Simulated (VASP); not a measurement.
Consider the following.

```yaml
crystal:
  lattice:
    - [7.14656, 0.00000, 0.00000]
    - [0.00000, 7.14656, 0.00000]
    - [0.00000, 0.00000, 7.14656]
  atoms:
    - { symbol: C, position: [0.49915, 0.99900, 0.99922] }
    - { symbol: C, position: [0.62195, 0.12791, 0.12702] }
    - { symbol: C, position: [0.74799, 0.25204, 0.00165] }
    - { symbol: C, position: [0.87382, 0.37772, 0.12598] }
    - { symbol: C, position: [0.74764, 0.00196, 0.25218] }
    - { symbol: C, position: [0.87279, 0.12791, 0.37791] }
    - { symbol: C, position: [0.99887, 0.00104, 0.00098] }
    - { symbol: C, position: [0.12275, 0.12683, 0.12610] }
    - { symbol: C, position: [0.24719, 0.24991, 0.99894] }
    - { symbol: C, position: [0.37231, 0.37543, 0.12402] }
    - { symbol: C, position: [0.49938, 0.50058, 0.00000] }
    - { symbol: C, position: [0.62458, 0.62717, 0.12391] }
    - { symbol: C, position: [0.74981, 0.75280, 0.99941] }
    - { symbol: C, position: [0.87337, 0.87793, 0.12645] }
    - { symbol: C, position: [0.24683, 0.99929, 0.24946] }
    - { symbol: C, position: [0.37373, 0.12562, 0.37408] }
    - { symbol: C, position: [0.48601, 0.23896, 0.23773] }
    - { symbol: C, position: [0.76281, 0.51449, 0.23698] }
    - { symbol: C, position: [0.87590, 0.62713, 0.37522] }
    - { symbol: C, position: [0.49983, 0.00014, 0.50000] }
    - { symbol: C, position: [0.62575, 0.12561, 0.62614] }
    - { symbol: C, position: [0.76210, 0.23892, 0.51384] }
    - { symbol: C, position: [0.87579, 0.37542, 0.62750] }
    - { symbol: C, position: [0.75041, 0.99926, 0.75298] }
    - { symbol: C, position: [0.87377, 0.12680, 0.87706] }
    - { symbol: C, position: [0.00054, 0.50015, 0.99930] }
    - { symbol: C, position: [0.12268, 0.62686, 0.12341] }
    - { symbol: C, position: [0.24982, 0.74991, 0.99898] }
    - { symbol: C, position: [0.37315, 0.87743, 0.12310] }
    - { symbol: C, position: [0.99816, 0.25207, 0.25187] }
    - { symbol: C, position: [0.12365, 0.37622, 0.37572] }
    - { symbol: C, position: [0.24769, 0.50131, 0.24861] }
    - { symbol: C, position: [0.36147, 0.63777, 0.36225] }
    - { symbol: C, position: [0.49777, 0.75112, 0.24997] }
    - { symbol: C, position: [0.62371, 0.87660, 0.37612] }
    - { symbol: C, position: [0.00062, 0.99898, 0.50070] }
    - { symbol: C, position: [0.12318, 0.12389, 0.62607] }
    - { symbol: C, position: [0.24761, 0.24961, 0.50089] }
    - { symbol: C, position: [0.36075, 0.36220, 0.63915] }
    - { symbol: C, position: [0.63758, 0.63774, 0.63834] }
    - { symbol: C, position: [0.74987, 0.75111, 0.50204] }
    - { symbol: C, position: [0.87675, 0.87742, 0.62668] }
    - { symbol: C, position: [0.25021, 0.99876, 0.74965] }
    - { symbol: C, position: [0.37376, 0.12390, 0.87668] }
    - { symbol: C, position: [0.49896, 0.24956, 0.75226] }
    - { symbol: C, position: [0.62412, 0.37620, 0.87619] }
    - { symbol: C, position: [0.75120, 0.50128, 0.75211] }
    - { symbol: C, position: [0.87638, 0.62682, 0.87713] }
    - { symbol: C, position: [0.00040, 0.75284, 0.25000] }
    - { symbol: C, position: [0.12296, 0.87767, 0.37545] }
    - { symbol: C, position: [0.99984, 0.50056, 0.50043] }
    - { symbol: C, position: [0.12540, 0.62468, 0.62426] }
    - { symbol: C, position: [0.25078, 0.74877, 0.49816] }
    - { symbol: C, position: [0.37592, 0.87472, 0.62391] }
    - { symbol: C, position: [0.00091, 0.24990, 0.75263] }
    - { symbol: C, position: [0.12306, 0.37662, 0.87678] }
    - { symbol: C, position: [0.24974, 0.49899, 0.75012] }
    - { symbol: C, position: [0.37559, 0.62470, 0.87445] }
    - { symbol: C, position: [0.50167, 0.74878, 0.74902] }
    - { symbol: C, position: [0.62439, 0.87769, 0.87684] }
    - { symbol: C, position: [0.00084, 0.74988, 0.75002] }
    - { symbol: C, position: [0.12469, 0.87568, 0.87515] }
    - { symbol: Mg, position: [0.56175, 0.43827, 0.43799] }
```

Calculation: PBE GGA, VASP's PBE PAW potentials (set 64) (plane waves; VASP). Numerical set-up: PREC = Normal, LREAL = Auto, ISYM = 0, 400 eV cut-off, 1×1×1 Γ-centred mesh, Gaussian smearing of 0.050 eV, potentials C Mg. Starting moments (MAGMOM): 63*0.0317. The cell's moment is fixed (NUPDOWN = 2).

At this cut-off the stress carries a Pulay error, which pulls relaxed volumes low.  The supercell is sampled at Γ alone, which is coarse: total energies, pressure and levels can be off, energies of defects by several tenths of an eV.

Task: Estimate the cell moment, energy per atom (σ→0), pressure.

Result: 
```yaml
cell_moment: 2.00 μB
energy per atom (σ→0): -8.767 eV/atom
pressure: 5.01 GPa
```

Task: Give the moment on each site (PAW-sphere projection).

Result: 
```tsv
site	moment (μB)
C1	0.01
C2	0.00
C3	0.01
C4	-0.01
C5	0.00
C6	0.00
C7	0.00
C8	0.00
C9	0.00
C10	0.00
C11	0.00
C12	0.00
C13	0.03
C14	0.00
C15	0.01
C16	0.01
C17	0.07
C18	0.31
C19	0.00
C20	0.00
C21	0.01
C22	0.07
C23	0.00
C24	0.01
C25	0.00
C26	0.03
C27	0.00
C28	0.00
C29	0.01
C30	0.01
C31	0.00
C32	0.00
C33	0.07
C34	0.01
C35	0.00
C36	0.01
C37	0.03
C38	0.00
C39	0.31
C40	0.07
C41	0.01
C42	0.01
C43	0.00
C44	0.03
C45	0.00
C46	0.00
C47	0.00
C48	0.00
C49	0.03
C50	0.01
C51	0.00
C52	0.01
C53	0.00
C54	0.00
C55	0.00
C56	0.03
C57	-0.01
C58	0.01
C59	0.00
C60	0.01
C61	0.00
C62	0.00
Mg63	0.05
```

The absolute energy has meaning only against runs of the same code, potentials and settings.

The cell is a supercell with a defect, built from C (diamond): Mg_C-vac_C.
